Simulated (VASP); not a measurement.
Here is the system:

```yaml
crystal:
  lattice:
    - [4.70622, 0.00000, 0.00000]
    - [0.00000, 4.70622, 0.00000]
    - [0.00000, 0.00000, 4.70622]
  atoms:
    - { symbol: Sn, position: [0.00000, 0.50000, 0.50000] }
    - { symbol: Sn, position: [0.50000, 0.00000, 0.50000] }
    - { symbol: Sn, position: [0.50000, 0.50000, 0.00000] }
    - { symbol: Sb, position: [0.00000, 0.00000, 0.00000] }
```

Level of theory: LDA (Ceperley-Alder, Perdew-Zunger), VASP's LDA PAW potentials (set 64) (plane waves; VASP). Numerical set-up: 400 eV cut-off, 6×6×6 Γ-centred mesh, first-order Methfessel-Paxton smearing of 0.10 eV, potentials Sn_d Sb.

Unless said otherwise, spin-orbit coupling is left out, though it shifts the bands of the heavy elements here.

Question: Estimate the energy per atom (σ→0), band gap (on the k-mesh) with the smallest direct gap where there is one.

Answer: 
The band gap (on the k-mesh) is none (metal, semimetal or under 0.01 eV). The energy per atom (σ→0) comes out as -4.474 eV/atom.

Total energies compare only between runs with the same potentials, cut-off and functional.

The structure comes from a computed database's Sn3Sb entry (Pm-3m); how it stands against other phases isn't given here. It was relaxed first, which changed the volume by -7 %. The start is the result of an earlier pass. The electron count is odd and the run is not spin-polarised, which forces a metal.
